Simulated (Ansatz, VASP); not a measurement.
# BiAs in two plane-wave programs, part 2 of 2

One calculation is typed for both programs; each brings its own data sets. How far apart do they land? The cell is generated by rule, not measured, and may not be a known phase. The cell is taken from a series of runs on this material, whose earlier steps may have relaxed, scaled, displaced or heated it; both programs get it as it stands.

VASP 6.6.1 and Ansatz 0.2.0.

So far: The starting structure; Ansatz: zone-centre phonons, PBEsol.

## 3. VASP: zone-centre phonons, PBEsol

Level of this step: PBEsol; plane waves and PAW (Bi_d, As); invented cell (VASP).

The same cell, functional, mesh and smearing now go to VASP, with its own data sets.

Lines of VASP's logs that name or quote its potential files are left out, and so is its time.

The input, INCAR:

```
SYSTEM = BiAs
PREC = Accurate
ENCUT = 500
EDIFF = 1E-08
NELM = 120
ISMEAR = 1
SIGMA = 0.15
LREAL = .FALSE.
ALGO = Normal
GGA = PS
NBANDS = 26
LORBIT = 11
LWAVE = .FALSE.
LCHARG = .FALSE.
ISIF = 2
IBRION = 8
LASPH = .TRUE.
GGA_COMPAT = .FALSE.
KPAR = 2
```

The input, POSCAR:

```
BiAs
1.0
    4.9789832284      0.0000000000      0.0000000000
   -2.4894916142      4.3119259608      0.0000000000
    0.0000000000      0.0000000000      6.2598166606
Bi As
2 2
Direct
    0.3333333333      0.6666666667      0.9657611363
    0.6666666667      0.3333333333      0.4657611363
    0.3333333333      0.6666666667      0.4092388637
    0.6666666667      0.3333333333      0.9092388637
```

The input, KPOINTS:

```
Automatic mesh
0
Gamma
10 10 6
0 0 0
```

The projector-augmented-wave data sets are Bi_d and As (PBE family, release 64).

On the command line:

```
> mpirun -np 2 vasp_std
```

Numbers of over 12 decimals in the logs are rounded to 6 here.

The program printed:

```text
[banner, memory and clock lines left out]
running    2 mpi-ranks, on    1 nodes
 distrk:  each k-point on    1 cores,    2 groups
 distr:  one band on    1 cores,    1 groups

 POSCAR found type information on POSCAR BiAs
 POSCAR found :  2 types and       4 ions
|                                                                             |
|               ----> ADVICE to this user running VASP <----                  |
|                                                                             |
|     You enforced a specific xc type in the INCAR file but a different       |
|     [... a line on the potential file left out ...]
|     I HOPE YOU KNOW WHAT YOU ARE DOING!                                     |
|                                                                             |

 LDA part: xc-table for (Slater+PW92), standard interpolation
 POSCAR, INCAR and KPOINTS ok, starting setup
 FFT: planning ... GRIDC
 FFT: planning ... GRID_SOFT
 FFT: planning ... GRID
 WAVECAR not read
 entering main loop
       N       E                     dE             d eps       ncg     rms          rms(c)
DAV:   1     0.370379419695E+03    0.37038E+03   -0.19408E+04  2944   0.153E+03
DAV:   2     0.198942751518E+02   -0.35049E+03   -0.34484E+03  3034   0.395E+02
DAV:   3    -0.172708150056E+02   -0.37165E+02   -0.36396E+02  3804   0.146E+02
DAV:   4    -0.186282439495E+02   -0.13574E+01   -0.13541E+01  3288   0.302E+01
DAV:   5    -0.186859827168E+02   -0.57739E-01   -0.57728E-01  4124   0.606E+00    0.341E+00
DAV:   6    -0.182956575979E+02    0.39033E+00   -0.13721E+00  3486   0.512E+00    0.175E+00
DAV:   7    -0.182909741919E+02    0.46834E-02   -0.20409E-01  3394   0.174E+00    0.940E-01
DAV:   8    -0.182865061644E+02    0.44680E-02   -0.38938E-02  3408   0.120E+00    0.182E-01
DAV:   9    -0.182851645075E+02    0.13417E-02   -0.10766E-02  3366   0.575E-01    0.715E-02
DAV:  10    -0.182853653438E+02   -0.20084E-03   -0.10530E-03  3830   0.146E-01    0.429E-02
DAV:  11    -0.182855148439E+02   -0.14950E-03   -0.41576E-04  3180   0.110E-01    0.115E-02
DAV:  12    -0.182855145394E+02    0.30450E-06   -0.36578E-05  3580   0.320E-02    0.907E-03
DAV:  13    -0.182855163423E+02   -0.18029E-05   -0.92655E-06  3442   0.123E-02    0.380E-03
DAV:  14    -0.182855166080E+02   -0.26576E-06   -0.86758E-07  4044   0.679E-03    0.292E-03
DAV:  15    -0.182855169069E+02   -0.29882E-06   -0.42455E-07  3412   0.397E-03    0.156E-03
DAV:  16    -0.182855169509E+02   -0.44064E-07   -0.54746E-08  2792   0.105E-03    0.535E-04
DAV:  17    -0.182855169331E+02    0.17835E-07   -0.13580E-08  1700   0.986E-04    0.269E-04
DAV:  18    -0.182855169144E+02    0.18662E-07   -0.80495E-09  1604   0.552E-04    0.125E-04
DAV:  19    -0.182855169111E+02    0.33124E-08   -0.17057E-09  1598   0.326E-04
   1 F= -.18285517E+02 E0= -.18286332E+02  d E =0.244515E-02
 Linear response reoptimize wavefunctions to high precision
DAV:   1    -0.182855169007E+02    0.10367E-07   -0.16091E-09  1660   0.216E-04
DAV:   2    -0.182855169008E+02   -0.25466E-10   -0.26944E-10  1578   0.136E-04
 Linear response DOF=           4
 Linear response progress:
  Degree of freedom:   1/  4
       N       E                     dE             d eps       ncg     rms          rms(c)
RMM:   1    -0.332269568201E+00   -0.33227E+00    0.24849E-01 20911   0.837E+00
RMM:   2    -0.339927416285E+00   -0.76578E-02   -0.20612E-02 25749   0.961E-01    0.381E-02
RMM:   3    -0.339909111330E+00    0.18305E-04   -0.22062E-03 29911   0.292E-01    0.236E-02
RMM:   4    -0.339641699854E+00    0.26741E-03   -0.20867E-04 29638   0.849E-02    0.550E-03
RMM:   5    -0.339660956288E+00   -0.19256E-04   -0.83345E-05 31627   0.283E-02    0.302E-03
RMM:   6    -0.339673379522E+00   -0.12423E-04   -0.55482E-06 29792   0.109E-02    0.653E-04
RMM:   7    -0.339678325803E+00   -0.49463E-05   -0.64672E-06 32307   0.475E-03    0.394E-04
RMM:   8    -0.339679284697E+00   -0.95889E-06   -0.95016E-07 30178   0.210E-03    0.729E-05
RMM:   9    -0.339679012521E+00    0.27218E-06   -0.65039E-07 31967   0.686E-04    0.426E-05
RMM:  10    -0.339678773912E+00    0.23861E-06    0.39275E-09 31494   0.287E-04    0.664E-06
RMM:  11    -0.339678820691E+00   -0.46779E-07   -0.14749E-07 31764   0.153E-04    0.363E-06
RMM:  12    -0.339678825684E+00   -0.49929E-08    0.63278E-08 32199   0.961E-05    0.209E-06
 first order change of Fermi-energy   0.21242E-05
 force on displaced ion       1 direction 1 :  -4.612   0.001   0.000
 Linear response progress:
  Degree of freedom:   2/  4
       N       E                     dE             d eps       ncg     rms          rms(c)
RMM:   1    -0.342336097060E+00   -0.34234E+00    0.21301E-01  4970   0.806E+00
RMM:   2    -0.349116373983E+00   -0.67803E-02   -0.22919E-02  6061   0.103E+00    0.506E-02
RMM:   3    -0.349018448657E+00    0.97925E-04   -0.19616E-03  7004   0.295E-01    0.299E-02
RMM:   4    -0.348801007312E+00    0.21744E-03   -0.15275E-04  7122   0.920E-02    0.959E-03
RMM:   5    -0.348785606879E+00    0.15400E-04    0.86605E-05  7068   0.309E-02    0.355E-03
RMM:   6    -0.348799162610E+00   -0.13556E-04    0.14301E-05  6763   0.133E-02    0.109E-03
RMM:   7    -0.348812316769E+00   -0.13154E-04    0.40108E-06  6984   0.664E-03    0.387E-04
RMM:   8    -0.348815466396E+00   -0.31496E-05    0.19187E-06  6749   0.292E-03    0.193E-04
RMM:   9    -0.348814086642E+00    0.13798E-05    0.38712E-06  6517   0.142E-03    0.476E-05
RMM:  10    -0.348814424995E+00   -0.33835E-06    0.13175E-06  7498   0.614E-04    0.318E-05
RMM:  11    -0.348814555080E+00   -0.13008E-06    0.12327E-06  7298   0.278E-04    0.135E-05
RMM:  12    -0.348814544367E+00    0.10712E-07    0.97357E-07  7402   0.158E-04    0.421E-06
RMM:  13    -0.348814550031E+00   -0.56638E-08    0.38405E-07  7309   0.101E-04    0.192E-06
RMM:  14    -0.348814547808E+00    0.22228E-08    0.28591E-07  7647   0.723E-05    0.138E-06
RMM:  15    -0.348814563796E+00   -0.15988E-07    0.17763E-07  7453   0.579E-05    0.484E-07
RMM:  16    -0.348814566908E+00   -0.31118E-08    0.96984E-08  6736   0.506E-05    0.330E-07
 first order change of Fermi-energy  -0.18176E+00
 force on displaced ion       1 direction 3 :  -0.000   0.000  -6.049
 Linear response progress:
  Degree of freedom:   3/  4
       N       E                     dE             d eps       ncg     rms          rms(c)
RMM:   1    -0.480898391486E-01   -0.48090E-01    0.53291E-02 31746   0.904E-01
RMM:   2    -0.461520051767E-01    0.19378E-02   -0.24088E-03 24637   0.243E-01    0.455E-02
RMM:   3    -0.462612892170E-01   -0.10928E-03   -0.47126E-04 30289   0.826E-02    0.235E-02
RMM:   4    -0.463531958694E-01   -0.91907E-04   -0.46800E-05 29193   0.406E-02    0.443E-03
RMM:   5    -0.463591269474E-01   -0.59311E-05   -0.56283E-06 31800   0.134E-02    0.212E-03
RMM:   6    -0.463555988584E-01    0.35281E-05   -0.76588E-07 30530   0.553E-03    0.635E-04
RMM:   7    -0.463553767139E-01    0.22214E-06   -0.11484E-06 32397   0.150E-03    0.212E-04
RMM:   8    -0.463562881601E-01   -0.91145E-06   -0.93446E-08 29945   0.536E-04    0.467E-05
RMM:   9    -0.463559184607E-01    0.36970E-06    0.45665E-08 32341   0.209E-04    0.224E-05
RMM:  10    -0.463559985817E-01   -0.80121E-07    0.23987E-08 30765   0.994E-05    0.422E-06
RMM:  11    -0.463560098470E-01   -0.11265E-07   -0.68304E-08 33014   0.385E-05    0.155E-06
RMM:  12    -0.463560147046E-01   -0.48576E-08    0.29664E-08 31021   0.204E-05    0.552E-07
 first order change of Fermi-energy  -0.55481E-05
 force on displaced ion       3 direction 1 :  -4.367  -0.002  -0.001
 Linear response progress:
  Degree of freedom:   4/  4
       N       E                     dE             d eps       ncg     rms          rms(c)
RMM:   1    -0.515021921976E-01   -0.51502E-01    0.58288E-02  7269   0.922E-01
RMM:   2    -0.498300097718E-01    0.16722E-02   -0.26439E-03  5865   0.262E-01    0.509E-02
RMM:   3    -0.499063349600E-01   -0.76325E-04   -0.41837E-04  6204   0.105E-01    0.270E-02
RMM:   4    -0.499692040488E-01   -0.62869E-04   -0.86203E-05  7091   0.432E-02    0.756E-03
RMM:   5    -0.499945005601E-01   -0.25297E-04   -0.19609E-05  7282   0.154E-02    0.239E-03
RMM:   6    -0.499936553748E-01    0.84519E-06   -0.16787E-06  6616   0.677E-03    0.944E-04
RMM:   7    -0.499926807879E-01    0.97459E-06   -0.11877E-06  6684   0.222E-03    0.323E-04
RMM:   8    -0.499928190939E-01   -0.13831E-06   -0.19224E-07  6465   0.118E-03    0.798E-05
RMM:   9    -0.499927480359E-01    0.71058E-07   -0.16685E-08  7186   0.495E-04    0.375E-05
RMM:  10    -0.499927655854E-01   -0.17550E-07    0.74759E-08  6894   0.228E-04    0.118E-05
RMM:  11    -0.499927525283E-01    0.13057E-07    0.21125E-07  7401   0.837E-05    0.727E-06
RMM:  12    -0.499927609602E-01   -0.84319E-08    0.31405E-08  6641   0.384E-05    0.159E-06
 first order change of Fermi-energy   0.18154E+00
 force on displaced ion       3 direction 3 :   0.000   0.000  -5.714
 Linear response finished
```

Parts of OUTCAR (step 3):

```text
ion  position               nearest neighbor table
   1  0.333  0.667  0.966-   3 2.78   4 2.90   4 2.90   4 2.90
   2  0.667  0.333  0.466-   4 2.78   3 2.90   3 2.90   3 2.90
   3  0.333  0.667  0.409-   1 2.78   2 2.90   2 2.90   2 2.90
   4  0.667  0.333  0.909-   2 2.78   1 2.90   1 2.90   1 2.90

  LATTYP: Found a hexagonal cell.
 ALAT       =     4.9789832284
 C/A-ratio  =     1.2572479909

 Subroutine GETGRP returns: Found 12 space group operations
 (whereof  6 operations were pure point group operations)

The static configuration has the point symmetry C_3v.
 The point group associated with its full space group is C_6v.

 Found     56 irreducible k-points:

   k-points           NKPTS =     56   k-points in BZ     NKDIM =     56   number of bands    NBANDS=     26

   dimension x,y,z NGX =    36 NGY =   36 NGZ =   48
   dimension x,y,z NGXF=    72 NGYF=   72 NGZF=   96

   ENCUT  =  500.0 eV  36.75 Ry    6.06 a.u.   9.08  9.08 11.41*2*pi/ulx,y,z

   NELECT =      40.0000    total number of electrons

 k-points in reciprocal lattice and weights: Automatic mesh
   0.00000000  0.00000000  0.00000000       0.002
   0.10000000  0.00000000  0.00000000       0.010
   0.20000000  0.00000000  0.00000000       0.010
   0.30000000 -0.00000000  0.00000000       0.010
   0.40000000  0.00000000  0.00000000       0.010
   0.50000000 -0.00000000  0.00000000       0.005
   0.10000000  0.10000000  0.00000000       0.010
   0.20000000  0.10000000  0.00000000       0.020
   0.30000000  0.10000000  0.00000000       0.020
[...]
0.40000000  0.20000000  0.50000000       0.010
   0.30000000  0.30000000  0.50000000       0.010

 average (electrostatic) potential at core
       1-106.5645       2-106.5645       3 -50.0989       4 -50.0989

  Total        0.0303209      0.0303209      0.0637179      0.0000000      0.0000000      0.0000000
  in kB        0.3614758      0.3614758      0.7596235      0.0000000      0.0000000      0.0000000
  external PRESSURE =       0.4941917 kB  Pullay stress =       0.0000000 kB

  energy-cutoff  :      500.00
  volume of cell :      134.39
      direct lattice vectors                 reciprocal lattice vectors
     4.978983228  0.000000000  0.000000000     0.200844219  0.115957464  0.000000000
    -2.489491614  4.311925961  0.000000000     0.000000000  0.231914928  0.000000000
     0.000000000  0.000000000  6.259816661     0.000000000  0.000000000  0.159749088

 POSITION                                       TOTAL-FORCE (eV/Angst)
 -----------------------------------------------------------------------------------
     -0.00000      2.87462      6.04549        -0.000000      0.000000     -0.009984
      2.48949      1.43731      2.91558         0.000000     -0.000000     -0.009984
     -0.00000      2.87462      2.56176        -0.000000     -0.000000      0.009984
      2.48949      1.43731      5.69167        -0.000000      0.000000      0.009984
 -----------------------------------------------------------------------------------
    total drift:                               -0.000000      0.000000     -0.001837

 Eigenvectors and eigenvalues of the dynamical matrix
 ----------------------------------------------------

   1 f  =    5.210329 THz    32.737463 2PiTHz  173.797867 cm-1    21.548180 meV
             X         Y         Z           dx          dy          dz
     -0.000000  2.874617  6.045488    -0.000000    0.000000    0.301742
      2.489492  1.437309  2.915579    -0.000000    0.000000   -0.301742
     -0.000000  2.874617  2.561760     0.000000   -0.000000   -0.639493
      2.489492  1.437309  5.691669     0.000000   -0.000000    0.639493

   2 f  =    4.740464 THz    29.785213 2PiTHz  158.124853 cm-1    19.604974 meV
             X         Y         Z           dx          dy          dz
     -0.000000  2.874617  6.045488     0.364177   -0.000008   -0.000000
      2.489492  1.437309  2.915579     0.364177   -0.000008   -0.000000
     -0.000000  2.874617  2.561760    -0.606115    0.000013    0.000000
      2.489492  1.437309  5.691669    -0.606115    0.000013    0.000000

   3 f  =    4.740464 THz    29.785213 2PiTHz  158.124853 cm-1    19.604974 meV
             X         Y         Z           dx          dy          dz
     -0.000000  2.874617  6.045488     0.000008    0.364177    0.000000
      2.489492  1.437309  2.915579     0.000008    0.364177    0.000000
     -0.000000  2.874617  2.561760    -0.000013   -0.606115   -0.000000
      2.489492  1.437309  5.691669    -0.000013   -0.606115   -0.000000

   4 f  =    4.391868 THz    27.594924 2PiTHz  146.496964 cm-1    18.163300 meV
             X         Y         Z           dx          dy          dz
     -0.000000  2.874617  6.045488     0.000000   -0.000000    0.364334
      2.489492  1.437309  2.915579     0.000000   -0.000000    0.364334
     -0.000000  2.874617  2.561760    -0.000000    0.000000   -0.606020
      2.489492  1.437309  5.691669     0.000000   -0.000000   -0.606020

   5 f  =    4.047460 THz    25.430941 2PiTHz  135.008731 cm-1    16.738942 meV
             X         Y         Z           dx          dy          dz
     -0.000000  2.874617  6.045488    -0.371475    0.000024   -0.000000
      2.489492  1.437309  2.915579     0.371475   -0.000024   -0.000000
     -0.000000  2.874617  2.561760    -0.601670    0.000039    0.000000
      2.489492  1.437309  5.691669     0.601670   -0.000039    0.000000

   6 f  =    4.047460 THz    25.430941 2PiTHz  135.008731 cm-1    16.738942 meV
             X         Y         Z           dx          dy          dz
     -0.000000  2.874617  6.045488    -0.000024   -0.371475    0.000000
      2.489492  1.437309  2.915579     0.000024    0.371475    0.000000
     -0.000000  2.874617  2.561760    -0.000039   -0.601670   -0.000000
      2.489492  1.437309  5.691669     0.000039    0.601670   -0.000000

   7 f  =    2.234681 THz    14.040913 2PiTHz   74.540924 cm-1     9.241892 meV
             X         Y         Z           dx          dy          dz
     -0.000000  2.874617  6.045488     0.000000   -0.000000   -0.639493
      2.489492  1.437309  2.915579    -0.000000    0.000000    0.639493
     -0.000000  2.874617  2.561760     0.000000   -0.000000   -0.301742
      2.489492  1.437309  5.691669    -0.000000    0.000000    0.301742

   8 f  =    0.648480 THz     4.074521 2PiTHz   21.630968 cm-1     2.681897 meV
             X         Y         Z           dx          dy          dz
     -0.000000  2.874617  6.045488    -0.601669   -0.000273   -0.000000
      2.489492  1.437309  2.915579     0.601669    0.000273   -0.000000
     -0.000000  2.874617  2.561760     0.371475    0.000168   -0.000000
      2.489492  1.437309  5.691669    -0.371475   -0.000168   -0.000000

   9 f  =    0.648480 THz     4.074521 2PiTHz   21.630968 cm-1     2.681897 meV
             X         Y         Z           dx          dy          dz
     -0.000000  2.874617  6.045488     0.000273   -0.601669    0.000000
      2.489492  1.437309  2.915579    -0.000273    0.601669    0.000000
     -0.000000  2.874617  2.561760    -0.000168    0.371475    0.000000
      2.489492  1.437309  5.691669     0.000168   -0.371475    0.000000

  10 f/i=    0.007250 THz     0.045551 2PiTHz    0.241825 cm-1     0.029982 meV
             X         Y         Z           dx          dy          dz
     -0.000000  2.874617  6.045488     0.440608    0.416220    0.000000
      2.489492  1.437309  2.915579     0.440608    0.416220    0.000000
     -0.000000  2.874617  2.561760     0.264735    0.250081    0.000000
      2.489492  1.437309  5.691669     0.264735    0.250081    0.000000

  11 f/i=    0.007250 THz     0.045551 2PiTHz    0.241825 cm-1     0.029982 meV
             X         Y         Z           dx          dy          dz
     -0.000000  2.874617  6.045488    -0.416220    0.440608   -0.000000
      2.489492  1.437309  2.915579    -0.416220    0.440608   -0.000000
     -0.000000  2.874617  2.561760    -0.250081    0.264735   -0.000000
      2.489492  1.437309  5.691669    -0.250081    0.264735   -0.000000

  12 f/i=    0.007853 THz     0.049342 2PiTHz    0.261948 cm-1     0.032477 meV
             X         Y         Z           dx          dy          dz
     -0.000000  2.874617  6.045488     0.000000   -0.000000   -0.606020
      2.489492  1.437309  2.915579     0.000000   -0.000000   -0.606020
     -0.000000  2.874617  2.561760     0.000000   -0.000000   -0.364334
      2.489492  1.437309  5.691669     0.000000   -0.000000   -0.364334

 ELASTIC MODULI CONTR FROM IONIC RELAXATION (kBar)
 Direction    XX          YY          ZZ          XY          YZ          ZX
 --------------------------------------------------------------------------------
 XX         -74.1087     65.7768     55.9441      0.0000      0.0000      0.0000
 YY          65.7768    -74.1087     55.9441     -0.0000     -0.0000     -0.0000
 ZZ          55.9441     55.9441   -751.2656      0.0000      0.0000     -0.0000
 XY           0.0000     -0.0000      0.0000    -69.9427     -0.0000     -0.0000
 YZ          -0.0000     -0.0000      0.0000     -0.0000     -0.1126     -0.0000
 ZX           0.0000     -0.0000     -0.0000     -0.0000     -0.0000     -0.4243
 --------------------------------------------------------------------------------
```

## 4. Side by side

Known differences besides the potentials themselves: the data sets hold 60 valence electrons in Ansatz (on its default PAW (the set named soft_2) files) and 40 in VASP; the cutoff is 420 eV in Ansatz and 500 eV in VASP; Ansatz makes its cores anew for this functional, VASP keeps those of its PBE data sets. Total energies have different zeros and are not compared.

Both answers:

| quantity | Ansatz | VASP | difference |
| --- | --- | --- | --- |
| optical mode 1 to 2 (cm⁻¹) | 20.5 | 21.6 | -1.1 |
| optical mode 3 (cm⁻¹) | 73.4 | 74.5 | -1.52 % |
| optical mode 4 to 5 (cm⁻¹) | 134.3 | 135.0 | -0.50 % |
| optical mode 6 (cm⁻¹) | 145.6 | 146.5 | -0.61 % |
| optical mode 7 to 8 (cm⁻¹) | 156.6 | 158.1 | -0.94 % |
| optical mode 9 (cm⁻¹) | 172.7 | 173.8 | -0.66 % |

Modes are paired by rising frequency, not by their patterns, so a pair may set unlike modes beside each other; they are those without the splitting of longitudinal modes.

## 5. What came out

```json
{"r.m.s. difference of the optical zone-centre modes, each program's sorted by frequency (zone-centre phonons, PBEsol)": "1.1 cm⁻¹", "difference in optical mode 3 (zone-centre phonons, PBEsol)": "-1.5 %"}
```

In words: The r.m.s. difference of the optical zone-centre modes, each program's sorted by frequency is 1.1 cm⁻¹ (zone-centre phonons, PBEsol). The data sets hold unlike numbers of valence electrons (60 in Ansatz and 40 in VASP), so part of the differences comes from the potentials. Among the rows given in per cent, the largest difference of the zone-centre phonons, PBEsol pair is in optical mode 3, -1.5 %. Such differences can come from data sets, numerical settings and the points named under the comparisons, not from the functional's error against experiment.

[Lines on the potential files, build, host, timing and source positions are cut from VASP's logs without a mark.]

[Logs are printed without paths, hosts, clocks, repeated set-up lines and the standing remarks that a program may print on its own settings, such as how far it seeks lower states.]

[Hosts, paths, dates, database ids (printed as entryN), source tags and the programs' standing remarks are cut or masked in the printed files.]
